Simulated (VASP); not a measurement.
All values below come from LDA (Ceperley-Alder, Perdew-Zunger), VASP's LDA PAW potentials (set 64) (plane waves; VASP 6.6.1).

VASP input:

POSCAR:
```
Mo3Si
1.0
  4.8354594597   0.0000000000   0.0000000000
  0.0000000000   4.8354594597   0.0000000000
  0.0000000000   0.0000000000   4.8354594597
Si Mo
2 6
Cart
  2.4177297299   2.4177297299   2.4177297299
  0.0000000000   0.0000000000   0.0000000000
  1.2088648649   0.0000000000   2.4177297299
  2.4177297299   1.2088648649   0.0000000000
  2.4177297299   3.6265945948   0.0000000000
  3.6265945948   0.0000000000   2.4177297299
  0.0000000000   2.4177297299   3.6265945948
  0.0000000000   2.4177297299   1.2088648649
```

**INCAR**
```
ALGO = Normal
EDIFF = 1E-6
EDIFFG = -0.02
ENCUT = 400
IBRION = 2
ISIF = 3
ISMEAR = 1
LASPH = .TRUE.
LCHARG = .FALSE.
LMAXMIX = 4
LREAL = .FALSE.
LWAVE = .FALSE.
NELM = 100
NSW = 60
PREC = Accurate
SIGMA = 0.1
SYSTEM = Mo3Si
```

**KPOINTS**
```
Automatic
0
gamma
  6 6 6
0 0 0
```

POTCAR, in this order: Si Mo_sv (LDA.64 set). Program: vasp_std.

What VASP printed:

OSZICAR:
```
       N       E                     dE             d eps       ncg     rms          rms(c)
DAV:   1     0.102533702082E+04    0.10253E+04   -0.47914E+04  2248   0.142E+03
DAV:   2    -0.417672635363E+02   -0.10671E+04   -0.10412E+04  2333   0.507E+02
DAV:   3    -0.908583804858E+02   -0.49091E+02   -0.47546E+02  2851   0.964E+01
DAV:   4    -0.919123974886E+02   -0.10540E+01   -0.10434E+01  2641   0.118E+01
DAV:   5    -0.919296132461E+02   -0.17216E-01   -0.17174E-01  2555   0.152E+00    0.486E+01
DAV:   6    -0.880356469019E+02    0.38940E+01   -0.13717E+01  2440   0.180E+01    0.134E+01
DAV:   7    -0.876824855592E+02    0.35316E+00   -0.87937E-01  2728   0.432E+00    0.369E+00
DAV:   8    -0.876214853014E+02    0.61000E-01   -0.13324E-01  2462   0.125E+00    0.612E-01
DAV:   9    -0.876202779290E+02    0.12074E-02   -0.67759E-03  2561   0.326E-01    0.324E-01
DAV:  10    -0.876200317173E+02    0.24621E-03   -0.88645E-04  2695   0.190E-01    0.105E-01
DAV:  11    -0.876200406850E+02   -0.89677E-05   -0.19224E-05  2521   0.221E-02    0.261E-02
DAV:  12    -0.876200393965E+02    0.12885E-05   -0.59341E-06  2510   0.143E-02    0.546E-03
DAV:  13    -0.876200394293E+02   -0.32793E-07   -0.22081E-07  1507   0.196E-03
   1 F= -.87620039E+02 E0= -.87620499E+02  d E =-.876200E+02
```

File OUTCAR:
```
------------------------ aborting loop because EDIFF is reached ----------------------------------------
  FORCE on cell =-STRESS in cart. coord.  units (eV):
  Direction    XX          YY          ZZ          XY          YZ          ZX
  --------------------------------------------------------------------------------------
  Total        0.1453368      0.1453368      0.1453368      0.0000000     -0.0000000     -0.0000000
  in kB        2.0595526      2.0595526      2.0595526      0.0000000     -0.0000000     -0.0000000
  external PRESSURE =       2.0595526 kB  Pullay stress =       0.0000000 kB
  volume of cell :      113.06
      direct lattice vectors                 reciprocal lattice vectors
     4.835459460  0.000000000  0.000000000     0.206805580  0.000000000  0.000000000
     0.000000000  4.835459460  0.000000000     0.000000000  0.206805580  0.000000000
     0.000000000  0.000000000  4.835459460     0.000000000  0.000000000  0.206805580
 POSITION                                       TOTAL-FORCE (eV/Angst)
 -----------------------------------------------------------------------------------
      2.41773      2.41773      2.41773         0.000000      0.000000     -0.000000
      0.00000      0.00000      0.00000         0.000000      0.000000     -0.000000
      1.20886      0.00000      2.41773         0.000000     -0.000000      0.000000
      2.41773      1.20886      0.00000        -0.000000     -0.000000     -0.000000
      2.41773      3.62659      0.00000        -0.000000      0.000000      0.000000
      3.62659      0.00000      2.41773        -0.000000      0.000000      0.000000
      0.00000      2.41773      3.62659         0.000000     -0.000000      0.000000
      0.00000      2.41773      1.20886        -0.000000      0.000000     -0.000000
 -----------------------------------------------------------------------------------
    total drift:                                0.000000     -0.000000     -0.000000
  FREE ENERGIE OF THE ION-ELECTRON SYSTEM (eV)
  ---------------------------------------------------
  free  energy   TOTEN  =       -87.6200394293 eV

  energy  without entropy=      -87.6214184953  energy(sigma->0) =      -87.62049912

 reached required accuracy - stopping structural energy minimisation
```
(Selected blocks of OUTCAR.)

**OUTCAR**
```
 val. band max:       13.1577462180   @ k =   0.5000   0.3333   0.0000

 cond. band min:      13.2378975286   @ k =   0.5000   0.3333   0.1667


 Fermi energy:        13.2144623727

 k-point     1 :       0.0000    0.0000    0.0000
  band No.  band energies     occupation
      1     -47.7560      2.00000
      2     -47.6192      2.00000
      3     -47.6192      2.00000
      4     -47.2423      2.00000
      5     -47.2423      2.00000
      6     -47.2423      2.00000
      7     -23.3133      2.00000
      8     -23.3133      2.00000
      9     -23.0851      2.00000
     10     -22.2129      2.00000
     11     -22.2129      2.00000
     12     -22.2129      2.00000
     13     -21.6519      2.00000
     14     -21.6519      2.00000
     15     -21.6519      2.00000
     16     -21.6156      2.00000
     17     -21.6156      2.00000
     18     -21.6156      2.00000
     19     -21.4730      2.00000
     20     -21.4730      2.00000
     21     -21.4730      2.00000
     22     -20.6638      2.00000
     23     -20.6638      2.00000
     24     -20.6638      2.00000
     25       2.5140      2.00000
     26       4.1263      2.00000
     27       7.5980      2.00000
     28       7.5980      2.00000
     29       7.5980      2.00000
     30       8.0837      2.00000
     31       8.0837      2.00000
     32       8.0837      2.00000
     33       8.4121      2.00000
     34       8.4121      2.00000
     35       8.8626      2.00000
     36      10.0417      2.00000
     37      10.1713      2.00000
     38      10.1713      2.00000
     39      10.1713      2.00000
     40      10.9252      2.00000
     41      10.9252      2.00000
     42      10.9252      2.00000
     43      11.5515      2.00000
     44      11.5515      2.00000
     45      14.4780     -0.00000
     46      14.4780     -0.00000
     47      14.4780     -0.00000
     48      15.3619      0.00000
     49      15.6664      0.00000
     50      15.6664      0.00000
     51      15.9293      0.00000
...
```

The compound is Mo3Si in the A15 structure. It was relaxed first. The start is the result of an earlier pass.
